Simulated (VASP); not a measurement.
The system is SiGe3.

```
Si Ge
1.0
     2.77051    0.00000    0.00000
    -1.38525    2.39933    0.00000
     0.00000    0.00000    9.95326
Si Ge
1 3
Direct
  0.00000 0.00000 0.50000
  0.00000 0.00000 0.00000
  0.33333 0.66667 0.75479
  0.33333 0.66667 0.24521
```

The cell was built by a generator and needn't be a form met in nature.

```yaml
Program: VASP 6.6.1
Task: relaxation of cell and atoms
Functional: PBE
Potentials_or_basis: VASP PAW PBE potentials, release 64 (Si, Ge_d)
Cutoff: 520 eV
k_mesh: 8 × 8 × 2
Occupations: gaussian, width 0.15 eV
Spin: no spin polarisation
```

At the start: pressure 7.5 GPa; volume 16.54 Å³/atom.

Where does the relaxation end?

Over 21 steps the energy falls by 84.9 meV/atom and the volume is 18.19 Å³/atom (+10.0 %); space group P-6m2 (No. 187, to 0.05 Å).

The path:
```csv
step,energy change (eV),largest force (eV/Å),pressure (GPa),volume (Å³)
1,0.0000,0.6075,7.49,66.16
2,-0.2868,0.3515,-0.45,73.81
3,-0.2873,0.3141,-1.25,74.25
4,-0.2873,0.3924,-0.23,74.08
5,-0.3109,0.2820,-1.39,73.51
6,-0.3174,0.2379,-1.06,72.68
7,-0.3225,0.2072,0.76,71.46
8,-0.3222,0.2031,3.00,71.27
9,-0.3225,0.2313,-0.01,71.44
10,-0.3224,0.2127,1.99,71.35
11,-0.3224,0.2232,1.89,71.39
12,-0.3357,0.1258,-0.50,72.85
13,-0.3357,0.1431,-0.29,72.85
14,-0.3378,0.0869,0.60,72.64
15,-0.3380,0.1264,0.05,72.62
16,-0.3382,0.1122,0.73,72.59
17,-0.3390,0.0998,-0.65,72.71
18,-0.3390,0.1000,-0.12,72.71
19,-0.3391,0.1067,0.10,72.73
20,-0.3392,0.0969,-0.68,72.76
21,-0.3396,0.0659,0.27,72.75
```

Final structure:
```xyz
4
Lattice="2.9165 0.0000 0.0000 -1.4583 2.5258 0.0000 0.0000 0.0000 9.8757" Properties=species:S:1:pos:R:3 pbc="T T T"
Si    0.0000    0.0000    4.9378
Ge    0.0000    0.0000    0.0000
Ge    0.0000    1.6838    7.3380
Ge    0.0000    1.6838    2.5376
```

Caveat: the relaxation stopped at a loose force limit of 0.08 eV/Å, so its end isn't a converged minimum.
